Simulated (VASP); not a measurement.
```xyz
6
Lattice="4.4862 0.0000 0.0000 0.0000 4.4862 0.0000 0.0000 0.0000 3.1624" Properties=species:S:1:pos:R:3 pbc="T T T"
Ir     0.0000     0.0000     0.0000
Ir     2.2431     2.2431     1.5812
O      1.3848     1.3848     0.0000
O      3.6279     0.8583     1.5812
O      0.8583     3.6279     1.5812
O      3.1014     3.1014     0.0000
```

All values below come from PBEsol GGA, VASP's PBE PAW potentials (set 64) (plane waves; VASP 6.6.1). Settings: 520 eV cut-off, 8×8×11 Γ-centred mesh, tetrahedra with Blöchl corrections, potentials Ir O.

Unless said otherwise, spin-orbit coupling is left out, though it shifts the bands of the heavy elements here.

Q: What does the run give for the energy per atom (σ→0), band gap (on the k-mesh) with the smallest direct gap where there is one?

A: 
```
Quantity                                                    Result
------------------------  ----------------------------------------
band gap (on the k-mesh)  none (metal, semimetal or under 0.01 eV)
energy per atom (σ→0)                               -7.593 eV/atom
```

The absolute energy has meaning only against runs of the same code, potentials and settings.

The compound is IrO2 in the rutile structure. It was relaxed first.
